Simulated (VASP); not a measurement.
```yaml
crystal:
  lattice:
    - [0.00000, 3.76700, 3.76700]
    - [3.76700, 0.00000, 3.76700]
    - [3.76700, 3.76700, 0.00000]
  atoms:
    - { symbol: Te, position: [0.50000, 0.50000, 0.50000] }
    - { symbol: W, position: [0.00000, 0.00000, 0.00000] }
    - { symbol: O, position: [0.74998, 0.74998, 0.25002] }
    - { symbol: O, position: [0.25002, 0.25002, 0.74998] }
    - { symbol: O, position: [0.25002, 0.74998, 0.74998] }
    - { symbol: O, position: [0.74998, 0.25002, 0.25002] }
    - { symbol: O, position: [0.74998, 0.25002, 0.74998] }
    - { symbol: O, position: [0.25002, 0.74998, 0.25002] }
```

Calculation: LDA (Ceperley-Alder, Perdew-Zunger), VASP's LDA PAW potentials (set 64) (plane waves; VASP 6.6.1). Settings: 520 eV cut-off, Gaussian smearing of 0.050 eV, potentials Te W_sv O.

Unless said otherwise, spin-orbit coupling is left out, though it shifts the bands of the heavy elements here.

Question: Estimate the band gap (along the path) with the smallest direct gap where there is one.

Answer: 
```yaml
band gap (along the path): 1.74 eV
smallest direct gap (along the path): 1.76 eV
```

The absolute energy has meaning only against runs of the same code, potentials and settings.

The structure comes from a computed database's TeWO6 entry (Fm-3m); how it stands against other phases isn't given here. It was relaxed first.
